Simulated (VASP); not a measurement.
```xyz
5
Lattice="9.6014 -2.0645 0.0007 9.6014 2.0645 0.0007 9.1572 0.0000 3.5489" Properties=species:S:1:pos:R:3 pbc="T T T"
Bi    11.3497     0.0000     1.4208
Bi    17.0104     0.0000     2.1295
Se     9.1572     0.0000     3.5489
Se     5.9978     0.0000     0.7508
Se    22.3623     0.0000     2.7995
```

Computed with PBEsol GGA, VASP's PBE PAW potentials (set 64) (plane waves; VASP). Run with 400 eV cut-off, 7×7×7 Γ-centred mesh, tetrahedra with Blöchl corrections, potentials Bi_d Se.

The cores are frozen, which limits the accuracy of field gradients. Without a dispersion term in the relaxation, distances and binding between the weakly bound layers, chains or molecules are unreliable, and so is what depends on them.

### Question
Give the principal components of the electric field gradient (V/Å²) and the asymmetry η at each nucleus.

### Answer

| atom | Vxx | Vyy | Vzz | η |
|---|---|---|---|---|
| Bi1 | -2.5 | -2.5 | 5.1 | 0.00 |
| Bi2 | -2.5 | -2.5 | 5.1 | 0.00 |
| Se3 | -33.5 | -33.5 | 67.0 | 0.00 |
| Se4 | 3.3 | 3.3 | -6.6 | 0.00 |
| Se5 | 3.3 | 3.3 | -6.6 | 0.00 |

The compound is Bi2Se3 in the tetradymite structure. It was relaxed first.
